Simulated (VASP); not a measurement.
# Sb2Te4O (I4/mmm) in VASP: density of states with PBE

Aim: the density of states of Sb2Te4O with PBE.

Program: VASP 6.6.1. These are calculated values, not measurements. Logs are shortened: lines on timing, memory, paths and dates and some standing lists are left out, and cuts for length are marked.

## (1) The crystal as given

Symmetry: I4/mmm, No. 139, tetragonal system. The conventional cell has a = 4.574 Å, b = 4.574 Å, c = 21.805 Å, α = 90.00°, β = 90.00°, γ = 90.00°. Around Sb (site symmetry mmm) lie 2 O at 2.29 Å. Te (site symmetry -4m2) has 4 Te at 3.23 Å as nearest neighbours. Te (site symmetry 4mm) is surrounded by 4 Sb at 3.14 Å. O (site symmetry 4/mmm) is surrounded by 4 Sb at 2.29 Å.

The cell was built by a generator and needn't be a form met in nature.

## (2) Density of states, PBE

The input, POSCAR:

```
Sb2Te4O
1.0
   -2.2869700000      2.2869700000     10.9026900000
    2.2869700000     -2.2869700000     10.9026900000
    2.2869700000      2.2869700000    -10.9026900000
Sb Te O
2 4 1
Direct
    0.5000000000      0.0000000000      0.5000000000
    0.0000000000      0.5000000000      0.5000000000
    0.2500000000      0.7500000000      0.5000000000
    0.7500000000      0.2500000000      0.5000000000
    0.4012280000      0.4012280000      0.0000000000
    0.5987720000      0.5987720000      0.0000000000
    0.0000000000      0.0000000000      0.0000000000
```

The input, INCAR.step1:

```
ALGO     = Fast           # electronic algorithm
EDIFF    = 1E-6           # SCF threshold, eV
ENCUT    = 520            # plane-wave cutoff, eV
GGA      = PE             # functional
ISIF     = 2              # what is computed and relaxed
ISMEAR   = 0              # smearing method
KPAR     = 8            
LASPH    = T              # aspherical terms in the spheres
LCHARG   = T              # write CHGCAR
LREAL    = F              # projectors in reciprocal space
LWAVE    = F              # write WAVECAR
NELM     = 100            # most SCF steps
PREC     = Accurate       # precision mode
SIGMA    = 0.1            # smearing width, eV
```

The input, KPOINTS.step1:

```
k-points
0
Gamma
  10 10 10
```

The input, INCAR.step2:

```
ALGO     = Fast           # electronic algorithm
EDIFF    = 1E-6           # SCF threshold, eV
ENCUT    = 520            # plane-wave cutoff, eV
GGA      = PE             # functional
ICHARG   = 11             # starting density
ISIF     = 2              # what is computed and relaxed
ISMEAR   = -5             # smearing method
KPAR     = 8            
LASPH    = T              # aspherical terms in the spheres
LCHARG   = F              # write CHGCAR
LORBIT   = 10             # projections on sites
LREAL    = F              # projectors in reciprocal space
LWAVE    = F              # write WAVECAR
NEDOS    = 2001           # points of the DOS
NELM     = 100            # most SCF steps
PREC     = Accurate       # precision mode
SIGMA    = 0.1            # smearing width, eV
```

The input, KPOINTS.step2:

```
k-points
0
Gamma
  15 15 15
```

Potentials or basis: VASP PAW PBE potentials, release 64 (Sb, Te, O).

On the command line:

```
$ cat potpaw_PBE.64/Sb/POTCAR potpaw_PBE.64/Te/POTCAR potpaw_PBE.64/O/POTCAR > POTCAR
$ cp INCAR.step1 INCAR
$ cp KPOINTS.step1 KPOINTS
$ mpirun -np 8 vasp_std > vasp.out
$ cp INCAR.step2 INCAR
$ cp KPOINTS.step2 KPOINTS
$ mpirun -np 8 vasp_std > vasp.out
```

OUTCAR:

```text
EDIFF = 1E-6
   ENCUT = 520
   GGA = PE
   ICHARG = 11
   ISIF = 2
   ISMEAR = -5
   LASPH = T
   LORBIT = 10
   LREAL = F
   NELM = 100
   PREC = Accurate

 ion  position               nearest neighbor table
   1  0.500  0.000  0.500-   7 2.29   7 2.29   6 3.14   6 3.14   5 3.14   5 3.14   2 3.23   2 3.23
                             2 3.23   2 3.23
   2  0.000  0.500  0.500-   7 2.29   7 2.29   6 3.14   6 3.14   5 3.14   5 3.14   1 3.23   1 3.23
                             1 3.23   1 3.23
   3  0.250  0.750  0.500-   4 3.23   4 3.23   4 3.23   4 3.23
   4  0.750  0.250  0.500-   3 3.23   3 3.23   3 3.23   3 3.23
   5  0.401  0.401  0.000-   2 3.14   1 3.14   1 3.14   2 3.14
   6  0.599  0.599  0.000-   1 3.14   2 3.14   1 3.14   2 3.14
   7  0.000  0.000  0.000-   1 2.29   2 2.29   2 2.29   1 2.29

  LATTYP: Found a body centered tetragonal cell.
 ALAT       =     4.5739400000
 C/A-ratio  =     4.7673078353

  Lattice vectors:

 A1 = (  -2.2869700000,   2.2869700000,  10.9026900000)
 A2 = (   2.2869700000,  -2.2869700000,  10.9026900000)
 A3 = (   2.2869700000,   2.2869700000, -10.9026900000)

Analysis of symmetry for initial positions (statically):
=====================================================================
 Subroutine PRICEL returns:
 Original cell was already a primitive cell.

 Routine SETGRP: Setting up the symmetry group for a
 body centered tetragonal supercell.

 Subroutine GETGRP returns: Found 16 space group operations
 (whereof 16 operations were pure point group operations)
 out of a pool of 16 trial point group operations.

The static configuration has the point symmetry D_4h.

Analysis of symmetry for dynamics (positions and initial velocities):
=====================================================================
 Subroutine PRICEL returns:
 Original cell was already a primitive cell.

 Routine SETGRP: Setting up the symmetry group for a
 body centered tetragonal supercell.

 Subroutine GETGRP returns: Found 16 space group operations
 (whereof 16 operations were pure point group operations)
 out of a pool of 16 trial point group operations.

The dynamic configuration has the point symmetry D_4h.

 Subroutine INISYM returns: Found 16 space group operations
 (whereof 16 operations are pure point group operations),
 and found     1 'primitive' translations

----------------------------------------------------------------------------------------

                                     Primitive cell

  volume of cell :     228.0944

  direct lattice vectors                    reciprocal lattice vectors
    -2.286970000  2.286970000 10.902690000     0.000000000  0.218629890  0.045860242
     2.286970000 -2.286970000 10.902690000     0.218629890  0.000000000  0.045860242
     2.286970000  2.286970000-10.902690000     0.218629890  0.218629890  0.000000000

  length of vectors
    11.372295846 11.372295846 11.372295846     0.223387982  0.223387982  0.309189356

  position of ions in fractional coordinates (direct lattice)
     0.500000000  0.000000000  0.500000000
     0.000000000  0.500000000  0.500000000
     0.250000000  0.750000000  0.500000000
     0.750000000  0.250000000  0.500000000
     0.401228000  0.401228000  0.000000000
     0.598772000  0.598772000  0.000000000
     0.000000000  0.000000000  0.000000000

  ion indices of the primitive-cell ions
   primitive index   ion index
                 1           1
                 2           2
                 3           3
                 4           4
                 5           5
                 6           6
                 7           7

----------------------------------------------------------------------------------------

 KPOINTS: k-points

Automatic generation of k-mesh.
 Grid dimensions read from file:
 generate k-points for:   15   15   15

 Generating k-lattice:

  Cartesian coordinates                     Fractional coordinates (reciprocal lattice)
     0.000000000  0.014575326  0.003057349     0.066666667 -0.000000000  0.000000000
     0.014575326  0.000000000  0.003057349    -0.000000000  0.066666667  0.000000000
     0.014575326  0.014575326  0.000000000     0.000000000  0.000000000  0.066666667

  Length of vectors
     0.014892532  0.014892532  0.020612624

  Shift w.r.t. Gamma in fractional coordinates (k-lattice)
     0.000000000  0.000000000  0.000000000

 TETIRR: Found   4311 inequivalent tetrahedra from    20250

 Subroutine IBZKPT returns following result:
 ===========================================

 Found    288 irreducible k-points:

 Following reciprocal coordinates:
            Coordinates               Weight
  0.000000  0.000000  0.000000      1.000000
  0.066667  0.000000  0.000000      8.000000
  0.133333  0.000000  0.000000      8.000000
  0.200000  0.000000  0.000000      8.000000
  0.266667  0.000000  0.000000      8.000000
  0.333333 -0.000000  0.000000      8.000000
[... 16 lines left out ...]
  0.133333  0.133333  0.000000      8.000000
  0.200000  0.133333  0.000000     16.000000
 [... further k-points ...]
   k-points           NKPTS =    288   k-points in BZ     NKDIM =    288   number of bands    NBANDS=     24
   number of dos      NEDOS =   2001   number of ions     NIONS =      7
   total plane-waves  NPLWV = 729000
   dimension x,y,z NGX =    90 NGY =   90 NGZ =   90
   dimension x,y,z NGXF=   180 NGYF=  180 NGZF=  180
   ions per type =               2   4   1
   NGX,Y,Z   is equivalent  to a cutoff of  13.16, 13.16, 13.16 a.u.
   NGXF,Y,Z  is equivalent  to a cutoff of  26.31, 26.31, 26.31 a.u.
 SYSTEM =  unknown system
   PREC   = accura    normal or accurate (medium, high low for compatibility)
   ISTART =      0    job   : 0-new  1-cont  2-samecut
   ICHARG =     11    charge: 1-file 2-atom 10-const
   ISPIN  =      1    spin polarized calculation?
   LNONCOLLINEAR =      F non collinear calculations
   LSORBIT =      F    spin-orbit coupling
   LASPH  =      T    aspherical Exc in radial PAW
   ENCUT  =  520.0 eV  38.22 Ry    6.18 a.u.  21.14 21.14 21.14*2*pi/ulx,y,z
   NELM   =    100;   NELMIN=  2; NELMDL=  0     # of ELM steps
   EDIFF  = 0.1E-05   stopping-criterion for ELM
   LREAL  =      F    real-space projection
   EDIFFG = 0.1E-04   stopping-criterion for IOM
   NSW    =      0    number of steps for IOM
   IBRION =     -1    ionic relax: 0-MD 1-quasi-New 2-CG
   NFREE  =      0    steps in history (QN), initial steepest desc. (CG)
   ISIF   =      2    stress and relaxation
   ISYM   =      2    0-nonsym 1-usesym 2-fastsym
   POTIM  = 0.5000    time-step for ionic-motion
   TEBEG  =    0.0;   TEEND  =   0.0 temperature during run
   PSTRESS=    0.0 pullay stress
   NELECT =      40.0000    total number of electrons
   NUPDOWN=      -1.0000    fix difference up-down
   EMIN   =  10.00;   EMAX   =-10.00  energy-range for DOS
   EFERMI =   0.00;   METHOD = LEGACY
   ISMEAR =    -5;   SIGMA  =   0.10  broadening in eV -4-tet -1-fermi 0-gaus
   EFERMI_NEDOS =   21; number of points for ismear=-14 and -15
   IALGO  =     68    algorithm
   IMIX   =      4    mixing-type and parameters
     AMIX     =   0.40;   BMIX     =  1.00
     AMIX_MAG =   1.60;   BMIX_MAG =  1.00
  volume/ion in A,a.u.               =      32.58       219.89
  Fermi-wavevector in a.u.,A,eV,Ry     =   0.916340  1.731631 11.424526  0.839679
  Thomas-Fermi vector in A             =   2.041184
   LORBIT       =     10    0 simple, 1 ext, 2 COOP (PROOUT), +10 PAW based schemes
   GGA     = PE    functional components
   LHFCALC =     F    Hartree Fock is set to
   AEXX    =    0.0000 exact exchange contribution
   IVDW    =     0    specifies the selected vdW correction
   LEPSILON=     F    determine dielectric tensor
   LRPA    =     F    only Hartree local field effects (RPA)
 non-spin polarized calculation
 RMM-DIIS sequential band-by-band and
 Fermi weights with tetrahedron method with Bloechl corrections
  energy-cutoff  :      520.00
  volume of cell :      228.09
 maximum number of plane-waves:      6181
 NGX is ok and might be reduce to    90

 number of electron      39.9999998 magnetization

 Free energy of the ion-electron system (eV)
  ---------------------------------------------------
  ext. energy  EPLUGINS =         0.00000000
  ---------------------------------------------------
  free energy    TOTEN  =       -26.29945920 eV

  energy without entropy =      -26.29945920  energy(sigma->0) =      -26.29945920

 E-fermi :   4.6898     XC(G=0):  -8.6240

 val. band max:        4.7748197029   @ k =   0.3333  -0.0000   0.0000
 cond. band min:       4.6147216968   @ k =   0.4000   0.0000   0.0000
 fundamental gap:     -0.1600980061
 Fermi energy:         4.6898347286

 k-point     1 :       0.0000    0.0000    0.0000
  band No.  band energies     occupation
      1     -14.3555      2.00000
      2      -7.4987      2.00000
      3      -7.1461      2.00000
      4      -6.2546      2.00000
      5      -3.9258      2.00000
      6      -3.2946      2.00000
[... 16 lines left out ...]
     23       6.3287      0.00000
     24       7.0523      0.00000

 k-point     2 :       0.0667    0.0000    0.0000
  band No.  band energies     occupation
      1     -14.3520      2.00000
      2      -7.4864      2.00000
      3      -7.1363      2.00000
      4      -6.2426      2.00000
      5      -3.9863      2.00000
      6      -3.3583      2.00000
[... 16 lines left out ...]
     23       6.3185      0.00000
     24       6.9084      0.00000
[... 565 lines left out ...]
     23       6.1771      0.00000
     24       6.4511      0.00000

 k-point    24 :       0.2000    0.1333    0.0000
  band No.  band energies     occupation
      1     -14.3141      2.00000
      2      -7.3801      2.00000
      3      -6.9557      2.00000
      4      -6.0999      2.00000
      5      -4.5419      2.00000
      6      -4.2553      2.00000
[... 16 lines left out ...]
     23       6.2504      0.00000
     24       6.4774      0.00000

 [... further k-points ...]

------------------------ aborting loop because EDIFF is reached ----------------------------------------

  FORCE on cell =-STRESS in cart. coord.  units (eV):
  Direction    XX          YY          ZZ          XY          YZ          ZX
  --------------------------------------------------------------------------------------
  -------------------------------------------------------------------------------------
  Total       -0.0502989     -0.0502989     -0.0701980      0.0000000      0.0000000      0.0000000
  in kB       -0.3533088     -0.3533088     -0.4930836      0.0000000      0.0000000      0.0000000
  external PRESSURE =      -0.3999004 kB  Pullay stress =       0.0000000 kB

 VOLUME and BASIS-vectors are now :
 -----------------------------------------------------------------------------
  energy-cutoff  :      520.00
  volume of cell :      228.09
      direct lattice vectors                 reciprocal lattice vectors
    -2.286970000  2.286970000 10.902690000     0.000000000  0.218629890  0.045860242
     2.286970000 -2.286970000 10.902690000     0.218629890  0.000000000  0.045860242
     2.286970000  2.286970000-10.902690000     0.218629890  0.218629890  0.000000000

 POSITION                                       TOTAL-FORCE (eV/Angst)
 -----------------------------------------------------------------------------------
      0.00000      2.28697      0.00000        -0.000000     -0.000000     -0.000000
      2.28697      0.00000      0.00000        -0.000000     -0.000000     -0.000000
      2.28697      0.00000      5.45134        -0.000000     -0.000000     -0.000000
      0.00000      2.28697      5.45134        -0.000000     -0.000000     -0.000000
      0.00000      0.00000      8.74893         0.000000      0.000000     -0.008471
      0.00000      0.00000     13.05645         0.000000      0.000000      0.008471
      0.00000      0.00000      0.00000        -0.000000     -0.000000     -0.000000
 -----------------------------------------------------------------------------------
    total drift:                                0.000000     -0.000000      0.000000

  FREE ENERGIE OF THE ION-ELECTRON SYSTEM (eV)
  ---------------------------------------------------
  free  energy   TOTEN  =       -26.2994592028 eV

  energy  without entropy=      -26.2994592028  energy(sigma->0) =      -26.29945920

 total charge

# of ion       s       p       d       tot
------------------------------------------
    1        1.312   0.896   0.073   2.282
    2        1.312   0.896   0.073   2.282
    3        1.426   1.768   0.025   3.219
    4        1.426   1.768   0.025   3.219
    5        1.415   1.867   0.027   3.308
    6        1.415   1.867   0.027   3.308
    7        1.598   3.354   0.000   4.951
--------------------------------------------------
tot          9.905  12.415   0.250  22.569
```

It took 32 min on 8 MPI ranks of Intel Xeon Platinum 8488C (Sapphire Rapids), shared host; peak memory 2.5 GiB.

What came out:

```yaml
Valence_electrons_inside_the_program's_atomic_spheres: Sb 2.28; Te 3.22, 3.31; O 4.95
```

States per cell in windows of 0.5 eV (zero at the Fermi level; states under -8 eV left out):
| from (eV) | total | O7_p | Te3_p | Te4_p | Te5_p | Te6_p | Sb1_p |
| --- | --- | --- | --- | --- | --- | --- | --- |
| -8.0 | 0.09 | 0.01 | 0.00 | 0.00 | 0.00 | 0.00 | 0.00 |
| -7.5 | 0.01 | 0.00 | 0.00 | 0.00 | 0.00 | 0.00 | 0.00 |
| -7.0 | 0.35 | 0.13 | 0.00 | 0.00 | 0.00 | 0.00 | 0.03 |
| -6.5 | 0.60 | 0.22 | 0.00 | 0.00 | 0.00 | 0.00 | 0.05 |
| -6.0 | 0.40 | 0.13 | 0.00 | 0.00 | 0.00 | 0.00 | 0.03 |
| -5.5 | 0.67 | 0.11 | 0.01 | 0.01 | 0.03 | 0.03 | 0.05 |
| -5.0 | 1.08 | 0.23 | 0.00 | 0.00 | 0.05 | 0.05 | 0.07 |
| -4.5 | 2.60 | 0.52 | 0.09 | 0.09 | 0.11 | 0.11 | 0.12 |
| -4.0 | 1.87 | 0.23 | 0.13 | 0.13 | 0.09 | 0.09 | 0.07 |
| -3.5 | 2.71 | 0.36 | 0.20 | 0.20 | 0.14 | 0.14 | 0.08 |
| -3.0 | 2.98 | 0.50 | 0.17 | 0.17 | 0.20 | 0.20 | 0.08 |
| -2.5 | 2.70 | 0.34 | 0.16 | 0.16 | 0.22 | 0.22 | 0.08 |
| -2.0 | 2.46 | 0.15 | 0.21 | 0.21 | 0.21 | 0.21 | 0.05 |
| -1.5 | 2.88 | 0.07 | 0.25 | 0.25 | 0.31 | 0.31 | 0.04 |
| -1.0 | 2.14 | 0.03 | 0.23 | 0.23 | 0.20 | 0.20 | 0.03 |
| -0.5 | 2.64 | 0.04 | 0.29 | 0.29 | 0.26 | 0.26 | 0.04 |
| 0.0 | 1.32 | 0.03 | 0.21 | 0.21 | 0.07 | 0.07 | 0.02 |
| 0.5 | 0.91 | 0.03 | 0.12 | 0.12 | 0.02 | 0.02 | 0.06 |
| 1.0 | 1.46 | 0.03 | 0.11 | 0.11 | 0.09 | 0.09 | 0.13 |
| 1.5 | 3.13 | 0.08 | 0.15 | 0.15 | 0.29 | 0.29 | 0.28 |
| 2.0 | 0.86 | 0.01 | 0.06 | 0.06 | 0.07 | 0.07 | 0.08 |
| 2.5 | 0.25 | 0.00 | 0.02 | 0.02 | 0.02 | 0.02 | 0.03 |
| 3.0 | 0.00 | 0.00 | 0.00 | 0.00 | 0.00 | 0.00 | 0.00 |
| 3.5 | 0.00 | 0.00 | 0.00 | 0.00 | 0.00 | 0.00 | 0.00 |

Caveat: tetrahedron occupations give inexact forces and stress in metals.
